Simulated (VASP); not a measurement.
Input:

```xyz
4
Lattice="3.4591 0.0000 0.0000 0.0000 3.4591 0.0086 0.0000 0.0086 3.4591" Properties=species:S:1:pos:R:3 pbc="T T T"
Si     0.0000     0.0000     0.0000
Ni     0.0000     1.7339     1.7339
Ni     1.7296     0.0043     1.7296
Ni     1.7296     1.7296     0.0043
```

The numbers are results of PBEsol GGA, VASP's PBE PAW potentials (set 64) (plane waves; VASP), not measurements. Settings: 480 eV cut-off, 8×8×8 Γ-centred mesh, first-order Methfessel-Paxton smearing of 0.10 eV, potentials Si Ni.

Task: What does the run give for the energy per atom (σ→0), band gap (on the k-mesh) with the smallest direct gap where there is one?

Result: 
```yaml
band gap (on the k-mesh): none (metal, semimetal or under 0.01 eV)
energy per atom (σ→0): -6.572 eV/atom
```

Only differences to runs with the same potentials and settings are physical.

The compound is Ni3Si in the L1_2 structure. This cell was strained or had an atom moved on purpose. The run is not spin-polarised, so no magnetic state was tried.
